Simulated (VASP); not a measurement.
An input for Quantum ESPRESSO's pw.x (written as the equivalent of a VASP run, and not itself run):

```
&CONTROL
  calculation = 'scf'
  pseudo_dir = './pseudo'
  outdir = './out'
  tprnfor = .true.
  tstress = .true.
/
&SYSTEM
  ibrav = 0
  nat = 2
  ntyp = 1
  ecutwfc = 72
  occupations = 'smearing'
  smearing = 'methfessel-paxton'
  degauss = 0.00735
  input_dft = 'pbe'
/
&ELECTRONS
  conv_thr = 7.3e-08
  electron_maxstep = 100
/
ATOMIC_SPECIES
  Re 186.207 Re.upf
CELL_PARAMETERS angstrom
     1.3497720   -2.3483580    0.0000000
     1.3497720    2.3483580    0.0000000
     0.0000000    0.0000000    4.4494970
ATOMIC_POSITIONS crystal
  Re   0.3333330  0.6666670  0.2500000
  Re   0.6829170  0.3495830  0.7500000
K_POINTS automatic
  14 14 8 0 0 0
```

Q: Write the VASP files for the same calculation (PBE).

A: This is not unique; one that fits is 
**POSCAR**
```
Re
2.7086290
  0.4983229523  -0.8669913820   0.0000000000
  0.4983229523   0.8669913820   0.0000000000
  0.0000000000   0.0000000000   1.6427118664
Re
2
Cartesian
  0.4983229523   0.2889977053   0.4106779666
  0.5145184483  -0.2889977053   1.2320338998
```

KPOINTS:
```
kpoints
0
gamma
 14 14 8
```

**INCAR**
```
ALGO  =  Normal
EDIFF  =  1E-6
ENCUT  =  800
GGA  =  PE
ISIF  =  2
ISMEAR  =  1
LASPH  =  .True.
LCHARG  =  .False.
LMAXMIX  =  6
LREAL  =  .False.
LWAVE  =  .False.
NELM  =  100
PREC  =  Accurate
SIGMA  =  0.1
SYSTEM  =  Re
```

POTCAR, in this order: Re (PBE.64 set). Program: vasp_std.

What does not carry over: the potentials are each code's own (VASP's PAW set, PseudoDojo norm-conserving files in pw.x), so ENCUT and ecutwfc are chosen apart and not converted; conv_thr bounds pw.x's estimated SCF error, while EDIFF bounds the energy change between steps.

The compound is Re in the hcp structure. The cell was not relaxed at this level, atoms are displaced from their ideal sites. The run is one of a series of settings (ENCUT = 800 against the base run), some of them coarse on purpose.
